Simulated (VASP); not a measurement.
Consider the following.

```
K3LiCl4
1.0
    6.19808     0.00000     0.00000
    0.00000     6.19808     0.00000
    0.00000     0.00000     6.19808
Li Cl K
1 4 3
Cartesian
  0.00000   0.00000   0.00000
  3.09904   3.09904   3.09904
  0.00000   0.00000   3.09904
  0.00000   3.09904   0.00000
  3.09904   0.00000   0.00000
  3.09904   3.09904   0.00000
  3.09904   0.00000   3.09904
  0.00000   3.09904   3.09904
```

The numbers are results of PBE GGA, VASP's PBE PAW potentials (set 64) (plane waves; VASP), not measurements. Settings: 500 eV cut-off, Gaussian smearing of 0.050 eV, potentials Li_sv Cl K_sv.

Question: Give the energies of bands 18 to 31 at the high-symmetry points, in eV from the valence-band maximum.

Answer: 
| band | Γ | X | M | R |
|---|---|---|---|---|
| 18 | -0.89 | -0.78 | -1.04 | -1.39 |
| 19 | -0.89 | -0.78 | -0.86 | -1.10 |
| 20 | -0.89 | -0.71 | -0.86 | -1.10 |
| 21 | -0.32 | -0.69 | -0.86 | -1.10 |
| 22 | -0.32 | -0.53 | -0.69 | -0.37 |
| 23 | -0.32 | -0.51 | -0.36 | -0.37 |
| 24 | -0.24 | -0.46 | -0.34 | -0.37 |
| 25 | -0.24 | -0.46 | -0.34 | -0.32 |
| 26 | -0.24 | -0.20 | -0.33 | -0.32 |
| 27 | 0.00 | -0.20 | -0.33 | -0.32 |
| 28 | 0.00 | -0.11 | -0.29 | -0.24 |
| 29 | 0.00 | -0.11 | -0.22 | -0.24 |
| 30 | 4.69 | 5.88 | 6.86 | 6.59 |
| 31 | 6.81 | 6.59 | 6.88 | 6.59 |

The gap is direct, 4.69 eV, from the valence maximum at Γ to the conduction minimum at Γ.

The structure was generated: K3LiCl4 was put into an ordered model structure (Pm-3m), which need not be its known phase. It was relaxed first, which changed the volume by +10 %.
